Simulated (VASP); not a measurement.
```
Rh3Si2
1.0
    3.95381     0.00000     0.00000
   -1.97690     3.42410     0.00000
    0.00000     0.00000     5.03509
Si Rh
2 3
Direct
  0.33333   0.66667   0.19772
  0.66667   0.33333   0.80228
  0.33333   0.66667   0.67338
  0.66667   0.33333   0.32662
  0.00000   0.00000   0.00000
```

These are PBEsol GGA, VASP's PBE PAW potentials (set 64) (plane waves; VASP) values and carry that method's errors. Numerical set-up: 400 eV cut-off, Gaussian smearing of 0.050 eV, potentials Si Rh_pv.

**Question.** Give the energies of bands 17 to 30 at the high-symmetry points, in eV from the Fermi level.

**Answer.** 
```json
[
 {"band": "17", "Γ": "-4.43", "M": "-4.06", "K": "-3.85", "A": "-4.14", "L": "-4.12", "H": "-3.65"},
 {"band": "18", "Γ": "-4.43", "M": "-3.29", "K": "-3.03", "A": "-4.14", "L": "-3.90", "H": "-3.58"},
 {"band": "19", "Γ": "-1.75", "M": "-3.28", "K": "-2.96", "A": "-2.74", "L": "-3.30", "H": "-3.58"},
 {"band": "20", "Γ": "-1.75", "M": "-3.14", "K": "-2.87", "A": "-2.39", "L": "-2.79", "H": "-3.46"},
 {"band": "21", "Γ": "-1.69", "M": "-2.60", "K": "-2.87", "A": "-2.39", "L": "-2.47", "H": "-2.90"},
 {"band": "22", "Γ": "-1.49", "M": "-2.36", "K": "-2.28", "A": "-1.92", "L": "-2.31", "H": "-1.77"},
 {"band": "23", "Γ": "-1.49", "M": "-2.34", "K": "-2.28", "A": "-1.92", "L": "-2.13", "H": "-1.77"},
 {"band": "24", "Γ": "-1.14", "M": "-2.18", "K": "-2.15", "A": "-1.38", "L": "-1.87", "H": "-1.71"},
 {"band": "25", "Γ": "-1.02", "M": "-1.48", "K": "-1.64", "A": "0.41", "L": "-1.75", "H": "-1.68"},
 {"band": "26", "Γ": "-1.02", "M": "-0.98", "K": "-1.64", "A": "0.41", "L": "-1.41", "H": "-1.06"},
 {"band": "27", "Γ": "-0.35", "M": "-0.91", "K": "-1.55", "A": "1.31", "L": "-0.77", "H": "-1.06"},
 {"band": "28", "Γ": "2.03", "M": "0.32", "K": "1.56", "A": "4.05", "L": "1.30", "H": "1.34"},
 {"band": "29", "Γ": "4.46", "M": "2.26", "K": "1.56", "A": "4.32", "L": "2.28", "H": "1.37"},
 {"band": "30", "Γ": "4.46", "M": "2.38", "K": "2.35", "A": "4.32", "L": "3.60", "H": "1.37"}
]
```

It has no gap at this level: it comes out as a metal or semimetal.

The structure comes from a computed database's Si2Rh3 entry (P-3m1); how it stands against other phases isn't given here. It was relaxed first. The electron count is odd and the run is not spin-polarised, which forces a metal.
